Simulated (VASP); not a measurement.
Na (bcc) is relaxed at rising pressure, each step from the one before. Symmetry mostly holds the structure type, and other phases were not tried. The mesh follows the cell, and a change of mesh leaves a small step in the series.

Input:

```
CELL_PARAMETERS angstrom
     -2.07966     2.07966     2.07966
      2.07966    -2.07966     2.07966
      2.07966     2.07966    -2.07966
ATOMIC_POSITIONS crystal
  Na 0.00000 0.00000 0.00000
```

Computed with PBEsol GGA, VASP's PBE PAW potentials (set 64) (plane waves; VASP). Settings: 500 eV cut-off, 12×12×12 Γ-centred mesh, first-order Methfessel-Paxton smearing of 0.10 eV, potentials Na_pv.

```csv
P (GPa),V (Å³/atom),H − H(0) (eV/atom),space group,gap on the mesh (eV),k-mesh
0,35.98,0.000,Im-3m,0.00,12×12×12
5,25.72,0.929,Im-3m,0.00,14×14×14
10,?,?,Im-3m,0.00,14×14×14
20,?,?,Im-3m,0.00,15×15×15
30,15.99,3.967,Im-3m,0.00,16×16×16
45,14.01,5.367,Im-3m,0.00,17×17×17
```

Q: Complete the blanks.

A: 
- 20, V (Å³/atom): 18.11
- 20, H − H(0) (eV/atom): 2.910
- 10, V (Å³/atom): 22.00
- 10, H − H(0) (eV/atom): 1.670

Pressures at which the relaxation failed are left out.

The compound is Na in the bcc structure.
